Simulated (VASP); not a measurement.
Consider the following.

```xyz
2
Lattice="3.7283 0.0000 0.0000 0.0000 3.7283 0.0000 0.0000 0.0000 3.7283" Properties=species:S:1:pos:R:3 pbc="T T T"
Y      0.0000     0.0000     0.0000
Te     1.8641     1.8641     1.8641
```

All values below come from PBEsol GGA, VASP's PBE PAW potentials (set 64) (plane waves; VASP). Numerical set-up: 400 eV cut-off, Gaussian smearing of 0.050 eV, potentials Y_sv Te.

Problem. Give the energies of bands 6 to 11 at the high-symmetry points, in eV from the Fermi level.

Solution. 
```json
[
 {"band": "6", "Γ": "-1.33", "X": "-6.33", "M": "-4.50", "R": "-5.12"},
 {"band": "7", "Γ": "-1.33", "X": "-2.01", "M": "-4.50", "R": "-5.12"},
 {"band": "8", "Γ": "-1.33", "X": "-2.01", "M": "-1.29", "R": "-5.12"},
 {"band": "9", "Γ": "-1.09", "X": "-0.19", "M": "-0.20", "R": "2.45"},
 {"band": "10", "Γ": "-1.09", "X": "3.32", "M": "1.38", "R": "2.45"},
 {"band": "11", "Γ": "2.06", "X": "4.01", "M": "1.38", "R": "2.45"}
]
```

It has no gap at this level: it comes out as a metal or semimetal.

The structure was generated: YTe was put into the CsCl type type (Pm-3m), which need not be its known phase. It was relaxed first, which changed the volume by -33 %. The electron count is odd and the run is not spin-polarised, which forces a metal.
